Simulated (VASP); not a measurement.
```
CELL_PARAMETERS angstrom
      1.52415    -2.63991     0.00000
      1.52415     2.63991     0.00000
      0.00000     0.00000     3.25124
ATOMIC_POSITIONS crystal
  Ti 0.00000 0.00000 0.00000
  B  0.33333 0.66667 0.50000
  B  0.66667 0.33333 0.50000
```

Calculation: RPBE GGA, VASP's PBE PAW potentials (set 64) (plane waves; VASP). Numerical set-up: 520 eV cut-off, Gaussian smearing of 0.050 eV, potentials Ti_sv B.

Give the energies of bands 6 to 12 at the high-symmetry points, in eV from the Fermi level.

```csv
band,Γ,M,K,A,L,H
6,-2.64,-9.36,-8.42,-7.64,-7.64,-8.62
7,-2.64,-3.33,-7.36,-0.64,-4.66,-5.79
8,-2.43,-3.26,-1.92,-0.64,-3.85,-3.23
9,-2.16,-2.30,-1.92,-0.26,-3.25,-3.23
10,1.75,1.21,1.25,-0.26,2.32,2.35
11,1.75,2.59,1.25,0.35,2.76,4.00
12,3.49,3.04,1.86,0.35,4.22,4.00
```

It has no gap at this level: it comes out as a metal or semimetal.

The compound is TiB2 in the AlB2 type structure. It was relaxed first.
